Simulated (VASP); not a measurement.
# CuAu (Tetraauricupride) with and without spin-orbit coupling, part 2 of 2

Aim: run bands, DOS and a relaxation of CuAu (Tetraauricupride) twice, without and with spin-orbit coupling. All runs use PBE. Left out of this account: 1 further run (self-consistent run: a reference on another mesh). The start is a cell from a database of measured crystal structures.

VASP 6.6.1, plane waves and PAW; the level of theory is named at each step.

So far. Step 3 (Bands along the symmetry lines (PBE + SOC)): There is no gap at this level. Without the coupling there was no gap either. The run took 3.3 times the core time, with 34 spinor bands against 23. Step 4 (Density of states (PBE)): Of the states within 0.3 eV of the Fermi level, the largest shares in the PAW spheres are Au d 24 %, Cu d 24 % and Au p 11 %. The rest lies in smaller channels or between the spheres.

### 5. Density of states (PBE + SOC) (continued)

The density of states has structure finer than the step of the table below, so its rows give means over 0.5 eV, whole bins alone (the curve runs from -11.4 to 7.05 eV). Peaks (eV: height): total -6.20: 5.84, -2.81: 7.21, -2.27: 8.22, -1.81: 7.62; Cu d -2.81: 5.36, -2.27: 6.87; Au d -6.74: 2.66, -6.20: 4.23, -4.89: 2.45, -4.12: 2.56; Au p -6.20: 0.109, -4.89: 0.098, -3.12: 0.135, -2.89: 0.137; Cu p -6.35: 0.101, -6.20: 0.115, -5.58: 0.108, -4.89: 0.102.

States under -11.4 eV and over 7.0 eV are left out. Density of states against energy, zero at the Fermi level; means over each step; values in states/eV/cell:

| energy (eV) | total | Cu d | Au d | Au p | Cu p | Au s | Cu s |
| --- | --- | --- | --- | --- | --- | --- | --- |
| -10.5 | 0 | 0 | 0 | 0 | 0 | 0 | 0 |
| -10.0 | 0.0127 | 7.0e-6 | 5.7e-5 | 5.7e-5 | 4.3e-5 | 0.00493 | 0.00259 |
| -9.5 | 0.102 | 1.3e-4 | 0.00111 | 0.00135 | 0.00112 | 0.0386 | 0.0199 |
| -9.0 | 0.170 | 5.8e-4 | 0.00470 | 0.00394 | 0.00345 | 0.0617 | 0.0303 |
| -8.5 | 0.251 | 0.00163 | 0.0163 | 0.00756 | 0.00751 | 0.0866 | 0.0385 |
| -8.0 | 0.370 | 0.00459 | 0.0483 | 0.0123 | 0.0138 | 0.118 | 0.0452 |
| -7.5 | 0.615 | 0.0173 | 0.183 | 0.0187 | 0.0194 | 0.138 | 0.0586 |
| -7.0 | 2.26 | 0.0935 | 1.31 | 0.0391 | 0.0418 | 0.176 | 0.145 |
| -6.5 | 3.40 | 0.167 | 2.43 | 0.0477 | 0.0508 | 0.0734 | 0.112 |
| -6.0 | 2.10 | 0.110 | 1.51 | 0.0464 | 0.0406 | 0.0399 | 0.0430 |
| -5.5 | 2.56 | 0.298 | 1.59 | 0.0489 | 0.0725 | 0.114 | 0.0297 |
| -5.0 | 2.68 | 0.377 | 1.67 | 0.0627 | 0.0680 | 0.0867 | 0.0249 |
| -4.5 | 2.74 | 0.491 | 1.76 | 0.0597 | 0.0420 | 0.0495 | 0.0223 |
| -4.0 | 3.26 | 0.738 | 1.99 | 0.0784 | 0.0430 | 0.0547 | 0.0214 |
| -3.5 | 2.28 | 0.800 | 1.05 | 0.0927 | 0.0330 | 0.0326 | 0.0260 |
| -3.0 | 4.33 | 2.92 | 0.811 | 0.122 | 0.0499 | 0.0211 | 0.0308 |
| -2.5 | 5.50 | 4.41 | 0.676 | 0.0666 | 0.0357 | 0.0115 | 0.0164 |
| -2.0 | 7.16 | 5.54 | 1.33 | 0.0329 | 0.0265 | 0.0162 | 0.0146 |
| -1.5 | 2.65 | 1.82 | 0.645 | 0.0357 | 0.0222 | 0.0243 | 0.0204 |
| -1.0 | 0.736 | 0.377 | 0.145 | 0.0505 | 0.0263 | 0.0261 | 0.0277 |
| -0.5 | 0.555 | 0.204 | 0.113 | 0.0568 | 0.0365 | 0.0276 | 0.0222 |
| 0.0 | 0.582 | 0.143 | 0.146 | 0.0650 | 0.0492 | 0.0412 | 0.0218 |
| 0.5 | 0.596 | 0.114 | 0.155 | 0.0704 | 0.0567 | 0.0484 | 0.0233 |
| 1.0 | 0.572 | 0.0960 | 0.131 | 0.0780 | 0.0617 | 0.0449 | 0.0251 |
| 1.5 | 0.527 | 0.0801 | 0.107 | 0.0808 | 0.0615 | 0.0391 | 0.0256 |
| 2.0 | 0.494 | 0.0675 | 0.0908 | 0.0831 | 0.0612 | 0.0341 | 0.0261 |
| 2.5 | 0.453 | 0.0569 | 0.0776 | 0.0808 | 0.0577 | 0.0307 | 0.0262 |
| 3.0 | 0.449 | 0.0564 | 0.0721 | 0.0765 | 0.0521 | 0.0468 | 0.0267 |
| 3.5 | 0.508 | 0.0634 | 0.0777 | 0.0774 | 0.0497 | 0.0738 | 0.0365 |
| 4.0 | 0.501 | 0.0567 | 0.0733 | 0.0704 | 0.0438 | 0.0770 | 0.0512 |
| 4.5 | 0.471 | 0.0462 | 0.0688 | 0.0585 | 0.0381 | 0.0688 | 0.0668 |
| 5.0 | 0.599 | 0.0491 | 0.0877 | 0.0742 | 0.0532 | 0.0670 | 0.104 |
| 5.5 | 0.698 | 0.0547 | 0.0891 | 0.0911 | 0.0667 | 0.0807 | 0.117 |
| 6.0 | 0.740 | 0.0561 | 0.0870 | 0.0912 | 0.0732 | 0.0996 | 0.118 |
| 6.5 | 0.645 | 0.0462 | 0.0730 | 0.0858 | 0.0683 | 0.0728 | 0.106 |

The DOS at the Fermi level goes from 0.571 to 0.588 states/eV/cell, a number that is sensitive to the mesh. The run took 2.9 times the core time, with 34 spinor bands against 23. Of the states within 0.3 eV of the Fermi level, the largest shares in the PAW spheres are Au d 25 %, Cu d 25 % and Au p 11 %. The rest lies in smaller channels or between the spheres.

### 6. Relaxing cell and atoms (PBE)

This step: PBE; plane waves and PAW (Cu, Au) (VASP 6.6.1).

Last, the cell itself: ISIF = 3 frees volume, shape and positions, first without the coupling.

Input file INCAR:

```
SYSTEM = CuAu
PREC = Accurate
ENCUT = 400
EDIFF = 1E-06
NELM = 100
ISMEAR = -1
SIGMA = 0.05
LREAL = .FALSE.
ALGO = Normal
GGA = PE
NBANDS = 17
LASPH = .TRUE.
LORBIT = 11
LWAVE = .FALSE.
LCHARG = .FALSE.
KPAR = 2
IBRION = 2
NSW = 60
ISIF = 3
EDIFFG = -0.01
```

Input file POSCAR:

```
CuAu
1.0
    2.8000000000      0.0000000000      0.0000000000
    0.0000000000      2.8000000000      0.0000000000
    0.0000000000      0.0000000000      3.6700000000
Cu Au
1 1
Direct
    0.5000000000      0.5000000000      0.5000000000
    0.0000000000      0.0000000000      0.0000000000
```

Input file KPOINTS:

```
Automatic mesh
0
Gamma
12 12 9
0 0 0
```

Potentials, in the order of the species: Cu and Au (PBE family, release 64).

Started as:

```
$ mpirun -np 2 vasp_std
```

It took 99 s on 2 MPI ranks of AMD EPYC 7R43, shared host; peak memory 0.28 GiB.

The run keeps the 16 symmetry operations of its start, so it cannot find a distortion of lower symmetry.

Relaxation path:

| step | energy less that of the first step (eV) | largest force (eV/Å) | pressure (GPa) | volume (Å³) |
| --- | --- | --- | --- | --- |
| 1 | 0.0000 | 0.0000 | 6.30 | 28.77 |
| 2 | -0.0037 | 0.0000 | -5.18 | 31.19 |
| 3 | -0.0234 | 0.0000 | -0.18 | 30.00 |
| 4 | -0.0234 | 0.0000 | -0.09 | 29.98 |
| 5 | -0.0245 | 0.0000 | 0.12 | 29.98 |
| 6 | -0.0267 | 0.0000 | -0.05 | 29.98 |
| 7 | -0.0271 | 0.0000 | -0.07 | 29.95 |
| 8 | -0.0275 | 0.0000 | -0.02 | 29.96 |

| conventional cell, symmetrised | before | after | change |
| --- | --- | --- | --- |
| a (Å) | 2.800 | 2.887 | +3.1 % |
| b (Å) | 2.800 | 2.887 | +3.1 % |
| c (Å) | 3.670 | 3.594 | -2.1 % |
| volume (Å³/atom) | 14.39 | 14.98 | +4.1 % |

The relaxed structure:

```xyz
2
Lattice="2.8872 0.0000 0.0000 0.0000 2.8872 0.0000 0.0000 0.0000 3.5944" Properties=species:S:1:pos:R:3 pbc="T T T"
Cu    1.4436    1.4436    1.7972
Au    0.0000    0.0000    0.0000
```

Numbers from this step:

```
bands                           : 17
free energy (TOTEN)             : -7.064 eV
energy at zero smearing         : -7.061 eV
Fermi energy                    : 8.229 eV
pressure                        : -0.02155 GPa
SCF cycles over all ionic steps : 66
```

It ends with forces that vanish by symmetry and a pressure of -0.02 GPa.

### 7. Full relaxation (PBE + SOC)

This step: PBE, spin-orbit coupling; plane waves and PAW (Cu, Au) (VASP 6.6.1).

The same relaxation with spinors and spin-orbit coupling.

Changes to INCAR since step 6:

```diff
@@ -10,4 +10,9 @@
 GGA = PE
-NBANDS = 17
+LNONCOLLINEAR = .TRUE.
+MAGMOM = 0 0 0 0 0 0
+NBANDS = 34
+GGA_COMPAT = .FALSE.
 LASPH = .TRUE.
+LSORBIT = .TRUE.
+LMAXMIX = 4
 LORBIT = 11
```

POSCAR is that of step 6.

KPOINTS is that of step 6.

Started as:

```
$ mpirun -np 2 vasp_ncl
```

Wall time 6.7 min (2 MPI ranks); peak memory 0.47 GiB.

Step by step:

| step | energy less that of the first step (eV) | largest force (eV/Å) | pressure (GPa) | volume (Å³) |
| --- | --- | --- | --- | --- |
| 1 | 0.0000 | 0.0000 | 5.70 | 28.77 |
| 2 | -0.0010 | 0.0000 | -4.67 | 30.96 |
| 3 | -0.0183 | 0.0000 | -0.14 | 29.84 |
| 4 | -0.0183 | 0.0000 | 0.08 | 29.82 |
| 5 | -0.0188 | 0.0000 | 0.25 | 29.82 |
| 6 | -0.0200 | 0.0000 | 0.36 | 29.82 |
| 7 | -0.0206 | 0.0000 | 0.01 | 29.82 |

| conventional cell, symmetrised | before | after | change |
| --- | --- | --- | --- |
| a (Å) | 2.800 | 2.873 | +2.6 % |
| b (Å) | 2.800 | 2.873 | +2.6 % |
| c (Å) | 3.670 | 3.613 | -1.6 % |
| volume (Å³/atom) | 14.39 | 14.91 | +3.6 % |

Final coordinates:

```cif
data_structure
_symmetry_space_group_name_H-M 'P 1'
_symmetry_Int_Tables_number 1
_cell_length_a 2.8730
_cell_length_b 2.8730
_cell_length_c 3.6128
_cell_angle_alpha 90.000
_cell_angle_beta 90.000
_cell_angle_gamma 90.000
_cell_volume 29.82
loop_
_atom_site_label
_atom_site_type_symbol
_atom_site_fract_x
_atom_site_fract_y
_atom_site_fract_z
_atom_site_occupancy
Cu1 Cu 0.50000 0.50000 0.50000 1
Au2 Au 0.00000 0.00000 0.00000 1
```

This step gave:

```
bands                           : 34
free energy (TOTEN)             : -7.368 eV
energy at zero smearing         : -7.365 eV
Fermi energy                    : 8.323 eV
pressure                        : 0.007276 GPa
SCF cycles over all ionic steps : 62
```

On-site spin-orbit energy by atom:

| atom | on-site spin-orbit energy (eV) |
| --- | --- |
| Cu1 | -0.016 |
| Au2 | -0.599 |

The cell ends at 14.91 Å³/atom, -0.5 % from the run without the coupling. The run took 4.0 times the core time, with 34 spinor bands against 17.

The cell grew by 3.6 % in volume.

### 8. The runs together

```
                               quantity  without  with spin-orbit coupling
                               gap (eV)     none                      none
                    core minutes, bands      1.4                       4.6
DOS at the Fermi level (states/eV/cell)    0.571                     0.588
                      core minutes, DOS      1.0                       3.0
               relaxed volume (Å³/atom)    14.98                     14.91
               core minutes, relaxation      3.3                        13
```

### 9. What came out

| Property | Result |
| --- | --- |
| gap (eV), without → with | none → none |
| DOS at the Fermi level (states/eV/cell), without → with | 0.571 → 0.588 |
| relaxed volume (Å³/atom), without → with | 14.98 → 14.91 |

In words: CuAu (Tetraauricupride) has no gap with or without spin-orbit coupling. The relaxed volume moves by -0.5 %. The spinor runs cost 2.9 to 4.0 times as much, on a shared host.

[Lines on the potential files, build, host, timing and source positions are cut from VASP's logs without a mark.]

[Logs are printed without paths, hosts, clocks, repeated set-up lines and the standing remarks that a program may print on its own settings, such as how far it seeks lower states.]

[Hosts, paths, dates, database ids (printed as entryN), source tags and the programs' standing remarks are cut or masked in the printed files.]

[A measured line is paired with the nearest computed mode of its activity, which favours agreement.]
